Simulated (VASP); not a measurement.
Here is the system:

```
BeSe
1.0
    0.00000     2.57000     2.57000
    2.57000     0.00000     2.57000
    2.57000     2.57000     0.00000
Be Se
1 1
Cartesian
  0.00000   0.00000   0.00000
  1.28500   1.28500   1.28500
```

Computed with PBE GGA, VASP's PBE PAW potentials (set 64) (plane waves; VASP). Numerical set-up: 300 eV cut-off, 9×9×9 Γ-centred mesh, Fermi-Dirac smearing of 0.050 eV, potentials Be Se.

Question: Give the energies of bands 2 to 7 at the high-symmetry points, in eV from the valence-band maximum.

Answer: 
| band | Γ | X | U | L | W |
|---|---|---|---|---|---|
| 2 | 0.00 | -5.09 | -4.67 | -5.72 | -4.42 |
| 3 | 0.00 | -2.67 | -4.04 | -1.08 | -3.82 |
| 4 | 0.00 | -2.67 | -2.23 | -1.08 | -3.31 |
| 5 | 4.38 | 2.62 | 3.75 | 4.34 | 6.14 |
| 6 | 5.01 | 4.20 | 6.83 | 5.97 | 7.13 |
| 7 | 5.01 | 11.73 | 9.71 | 5.97 | 7.37 |

The gap is indirect, 2.62 eV, from the valence maximum at Γ to the conduction minimum at X.

The structure is a typed BeSe crystal (F-43m). The cell was not relaxed at this level.
